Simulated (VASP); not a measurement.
Calculation: PBEsol GGA, VASP's PBE PAW potentials (set 64) (plane waves; VASP).

VASP ran on this input.

POSCAR:
```
AuAl2
1.0
  0.0000000000   2.7791595403   2.7791595403
  2.7791595403   0.0000000000   2.7791595403
  2.7791595403   2.7791595403   0.0000000000
Al Au
2 1
Cart
  1.3895797701   1.3895797701   1.3895797701
  4.1687393104   4.1687393104   4.1687393104
  2.7791595403   5.5583190806   2.7791595403
```

### KPOINTS
```
K-points
0
Gamma
 10 10 10
```

INCAR:
```
! general
SYSTEM  = AuAl2
PREC    = Accurate
ENCUT   = 500   ! plane-wave cut-off (eV)
LREAL   = F   ! projection in real space or not
LASPH   = T

! electronic loop
EDIFF   = 1E-6
NELM    = 100
ALGO    = Normal   ! blocked Davidson
LMAXMIX = 6   ! l cut-off of mixed one-centre charges

! smearing
ISMEAR  = 1   ! Methfessel-Paxton
SIGMA   = 0.1   ! width (eV)

! functional
GGA     = PS   ! PBEsol

! ions
IBRION  = 2   ! conjugate gradients
NSW     = 40   ! most ionic steps
ISIF    = 3
EDIFFG  = -0.02   ! ionic stop
PSTRESS = 450   ! kbar

! output
LWAVE   = F
LCHARG  = F
```

POTCAR, in this order: Al Au (PBE.64 set). Program: vasp_std.

The resulting files:

OUTCAR:
```
 ion  position               nearest neighbor table
   1  0.250  0.250  0.250-   3 2.41   3 2.41   3 2.41   3 2.41   2 2.78   2 2.78   2 2.78   2 2.78
                             2 2.78   2 2.78
   2  0.750  0.750  0.750-   3 2.41   3 2.41   3 2.41   3 2.41   1 2.78   1 2.78   1 2.78   1 2.78
                             1 2.78   1 2.78
   3  0.000  0.000  0.000-   2 2.41   2 2.41   1 2.41   1 2.41   2 2.41   1 2.41   2 2.41   1 2.41
  LATTYP: Found a face centered cubic cell.
 ALAT       =     5.5583190806
 Subroutine PRICEL returns:
 Original cell was already a primitive cell.
 Subroutine GETGRP returns: Found 48 space group operations
The static configuration has the point symmetry O_h .
The dynamic configuration has the point symmetry O_h .
 Subroutine INISYM returns: Found 48 space group operations
 Subroutine IBZKPT returns following result:
 Found     47 irreducible k-points:

 Following reciprocal coordinates:
            Coordinates               Weight
  0.000000  0.000000  0.000000      1.000000
  0.100000  0.000000  0.000000      8.000000
  0.200000  0.000000  0.000000      8.000000
  0.300000  0.000000  0.000000      8.000000
  0.400000  0.000000  0.000000      8.000000
  0.500000  0.000000  0.000000      4.000000
  0.100000  0.100000  0.000000      6.000000
  0.200000  0.100000  0.000000     24.000000
  0.300000  0.100000  0.000000     24.000000
  0.400000  0.100000  0.000000     24.000000
  0.500000  0.100000  0.000000     24.000000
 -0.400000  0.100000  0.000000     24.000000
 -0.300000  0.100000  0.000000     24.000000
 -0.200000  0.100000  0.000000     24.000000
 -0.100000  0.100000  0.000000     12.000000
  0.200000  0.200000  0.000000      6.000000
  0.300000  0.200000  0.000000     24.000000
  0.400000  0.200000  0.000000     24.000000
  0.500000  0.200000  0.000000     24.000000
 -0.400000  0.200000  0.000000     24.000000
 -0.300000  0.200000  0.000000     24.000000
 -0.200000  0.200000  0.000000     12.000000
  0.300000  0.300000  0.000000      6.000000
  0.400000  0.300000  0.000000     24.000000
  0.500000  0.300000  0.000000     24.000000
 -0.400000  0.300000  0.000000     24.000000
 -0.300000  0.300000  0.000000     12.000000
  0.400000  0.400000  0.000000      6.000000
  0.500000  0.400000  0.000000     24.000000
 -0.400000  0.400000  0.000000     12.000000
  0.500000  0.500000  0.000000      3.000000
  0.300000  0.200000  0.100000     24.000000
  0.400000  0.200000  0.100000     48.000000
  0.500000  0.200000  0.100000     48.000000
 -0.400000  0.200000  0.100000     24.000000
  0.400000  0.300000  0.100000     24.000000
  0.500000  0.300000  0.100000     48.000000
 -0.400000  0.300000  0.100000     48.000000
 -0.300000  0.300000  0.100000     48.000000
 -0.200000  0.300000  0.100000     24.000000
   k-points           NKPTS =     47   k-points in BZ     NKDIM =     47   number of bands    NBANDS=     12
   number of dos      NEDOS =    301   number of ions     NIONS =      3
   total plane-waves  NPLWV =  27000
   dimension x,y,z NGX =    30 NGY =   30 NGZ =   30
   dimension x,y,z NGXF=    60 NGYF=   60 NGZF=   60
   ions per type =               2   1
   PREC   = accura    normal or accurate (medium, high low for compatibility)
   ISTART =      0    job   : 0-new  1-cont  2-samecut
   ICHARG =      2    charge: 1-file 2-atom 10-const
   ISPIN  =      1    spin polarized calculation?
   LNONCOLLINEAR =      F non collinear calculations
   LSORBIT =      F    spin-orbit coupling
   INIWAV =      1    electr: 0-lowe 1-rand  2-diag
   ENCUT  =  500.0 eV  36.75 Ry    6.06 a.u.   7.17  7.17  7.17*2*pi/ulx,y,z
   NELM   =    100;   NELMIN=  2; NELMDL= -5     # of ELM steps
   EDIFF  = 0.1E-05   stopping-criterion for ELM
...
```

### OSZICAR
```
       N       E                     dE             d eps       ncg     rms          rms(c)
DAV:   1     0.620032542515E+02    0.62003E+02   -0.73839E+03  1192   0.118E+03
DAV:   2    -0.120775615988E+02   -0.74081E+02   -0.68949E+02  1276   0.215E+02
DAV:   3    -0.139208286207E+02   -0.18433E+01   -0.18294E+01  1404   0.335E+01
DAV:   4    -0.139335107485E+02   -0.12682E-01   -0.12681E-01  1340   0.329E+00
DAV:   5    -0.139336821577E+02   -0.17141E-03   -0.17141E-03  1420   0.396E-01    0.128E+01
DAV:   6    -0.123604616436E+02    0.15732E+01   -0.67968E+00  1276   0.304E+01    0.434E+00
DAV:   7    -0.122658191426E+02    0.94643E-01   -0.22239E-01  1212   0.543E+00    0.225E+00
DAV:   8    -0.122175242185E+02    0.48295E-01   -0.17368E-02  1312   0.111E+00    0.456E-01
DAV:   9    -0.122163190545E+02    0.12052E-02   -0.17210E-03  1324   0.477E-01    0.227E-01
DAV:  10    -0.122163631303E+02   -0.44076E-04   -0.13025E-04  1244   0.116E-01    0.342E-02
DAV:  11    -0.122163548827E+02    0.82477E-05   -0.40410E-06  1372   0.162E-02    0.112E-02
DAV:  12    -0.122163550994E+02   -0.21677E-06   -0.25027E-07   720   0.489E-03
   1 F= -.15843608E+00 E0= -.15829301E+00  d E =-.158436E+00
```

OUTCAR:
```
------------------------ aborting loop because EDIFF is reached ----------------------------------------
  FORCE on cell =-STRESS in cart. coord.  units (eV):
  Direction    XX          YY          ZZ          XY          YZ          ZX
  --------------------------------------------------------------------------------------
  Total       12.0372552     12.0372552     12.0372552      0.0000000      0.0000000     -0.0000000
  in kB      449.2288294    449.2288294    449.2288294      0.0000000      0.0000000     -0.0000000
  external PRESSURE =      -0.7711706 kB  Pullay stress =     450.0000000 kB
  volume of cell :       42.93
      direct lattice vectors                 reciprocal lattice vectors
     0.000000000  2.779159540  2.779159540    -0.179910506  0.179910506  0.179910506
     2.779159540  0.000000000  2.779159540     0.179910506 -0.179910506  0.179910506
     2.779159540  2.779159540  0.000000000     0.179910506  0.179910506 -0.179910506
 POSITION                                       TOTAL-FORCE (eV/Angst)
 -----------------------------------------------------------------------------------
      1.38958      1.38958      1.38958         0.000000      0.000000      0.000000
      4.16874      4.16874      4.16874        -0.000000     -0.000000     -0.000000
      0.00000      0.00000      0.00000        -0.000000      0.000000      0.000000
 -----------------------------------------------------------------------------------
    total drift:                                0.000000     -0.000000     -0.000000
  FREE ENERGIE OF THE ION-ELECTRON SYSTEM (eV)
  ---------------------------------------------------
  free  energy   TOTEN  =       -12.2163550994 eV

  energy  without entropy=      -12.2159258749  energy(sigma->0) =      -12.21621202
  enthalpy is  TOTEN    =        -0.1584360813 eV   P V=       12.0579190182

 reached required accuracy - stopping structural energy minimisation
```
(Selected blocks of OUTCAR.)

The compound is AuAl2 in the fluorite structure. It was relaxed first under an external pressure of 45 GPa. The electron count is odd and the run is not spin-polarised, which forces a metal.
